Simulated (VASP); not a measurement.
Level of theory: PW91 GGA, VASP's PBE PAW potentials (set 64) (plane waves; VASP 6.6.1).

A VASP calculation is set up with these files.

File KPOINTS:
```
Regular mesh
0
gamma
7 7 7
0 0 0
```

### POSCAR
```
KI
1
    0.0000000000     3.6616628599     3.6616628599
    3.6616628599     0.0000000000     3.6616628599
    3.6616628599     3.6616628599     0.0000000000
K I
1 1
Direct
  0.0000000000   0.0000000000   0.0000000000
  0.5000000000   0.5000000000   0.5000000000
```

### INCAR
```
SIGMA=0.05   # width (eV)
LREAL=F   # projection in real space or not
EDIFF=1E-7   # SCF stop (eV)
SYSTEM=KI
GGA=91   # PW91
ENCUT=520   # plane-wave cut-off (eV)
ALGO=Normal   # blocked Davidson
PREC=Accurate
ISMEAR=0   # Gaussian
ISIF=2   # forces and stress, cell fixed
LASPH=T   # aspherical one-centre terms
LCHARG=F
LWAVE=F
NELM=100   # most electronic steps
LMAXMIX=4
```

POTCAR, in this order: K_sv I (PBE.64 set). Program: vasp_std.

Unless said otherwise, spin-orbit coupling is left out, though it shifts the bands of the heavy elements here.

### Question
Predict the energy per atom (σ→0), band gap (on the k-mesh).

### Answer

```json
{
  "energy per atom (σ→0)": "-2.806 eV/atom",
  "band gap (on the k-mesh)": "3.76 eV"
}
```

### OSZICAR
```
...
DAV:   8    -0.561017796669E+01   -0.67766E-02   -0.13915E-02   628   0.842E-01    0.103E-01
DAV:   9    -0.561104979658E+01   -0.87183E-03   -0.15179E-03   624   0.249E-01    0.790E-02
DAV:  10    -0.561118660338E+01   -0.13681E-03   -0.15990E-04   644   0.822E-02    0.150E-02
DAV:  11    -0.561120630418E+01   -0.19701E-04   -0.34280E-05   600   0.364E-02    0.138E-02
DAV:  12    -0.561120903828E+01   -0.27341E-05   -0.45218E-06   604   0.168E-02    0.836E-03
DAV:  13    -0.561120954983E+01   -0.51155E-06   -0.19639E-06   588   0.808E-03    0.428E-03
DAV:  14    -0.561120951075E+01    0.39084E-07   -0.83474E-08   464   0.223E-03
   1 F= -.56112095E+01 E0= -.56112095E+01  d E =-.213353E-18
```

The compound is KI in the rock salt structure. This cell is one point of a volume scan, at 1.06 of the reference volume.
